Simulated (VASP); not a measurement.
```yaml
crystal:
  lattice:
    - [1.59671, -2.76559, 0.00000]
    - [1.59671, 2.76559, 0.00000]
    - [0.00000, 0.00000, 12.46609]
  atoms:
    - { symbol: Mo, position: [0.33333, 0.66667, 0.25000] }
    - { symbol: Mo, position: [0.66667, 0.33333, 0.75000] }
    - { symbol: S, position: [0.33333, 0.66667, 0.87593] }
    - { symbol: S, position: [0.66667, 0.33333, 0.37593] }
    - { symbol: S, position: [0.66667, 0.33333, 0.12407] }
    - { symbol: S, position: [0.33333, 0.66667, 0.62407] }
```

The numbers are results of optB88-vdW, VASP's PBE PAW potentials (set 64) (plane waves; VASP), not measurements. Run with 520 eV cut-off, 7×7×2 Γ-centred mesh, Gaussian smearing of 0.050 eV, potentials Mo_sv S.

### Question
Estimate the energy per atom (σ→0).

### Answer

The energy per atom (σ→0) comes out as -5.222 eV/atom.

Total energies compare only between runs with the same potentials, cut-off and functional.

The compound is MoS2 in the 2H layered structure. It was relaxed first. The start is the result of an earlier pass.
